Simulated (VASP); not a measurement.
Consider the following.

```
CELL_PARAMETERS angstrom
      3.98743     0.00000     0.00000
     -1.99371     3.45321     0.00000
      0.00000     0.00000     6.62374
ATOMIC_POSITIONS crystal
  Ge 0.33333 0.66667 0.00176
  Ge 0.66667 0.33333 0.50176
  Sn 0.33333 0.66667 0.37324
  Sn 0.66667 0.33333 0.87324
```

Computed with PBEsol GGA, VASP's PBE PAW potentials (set 64) (plane waves; VASP). Settings: 500 eV cut-off, 9×9×5 Γ-centred mesh, first-order Methfessel-Paxton smearing of 0.10 eV, potentials Ge_d Sn_d.

Unless said otherwise, spin-orbit coupling is left out, though it shifts the bands of the heavy elements here.

**Question.** Estimate the energy per atom (σ→0), pressure, band gap (on the k-mesh) with the smallest direct gap where there is one.

**Answer.** 
The band gap (on the k-mesh) is none (metal, semimetal or under 0.01 eV) and the energy per atom (σ→0) is -4.249 eV/atom. The pressure is 20.00 GPa.

The structure was generated: GeSn was put into the wurtzite type (P6_3mc), which need not be its known phase. It was relaxed first under an external pressure of 20 GPa.
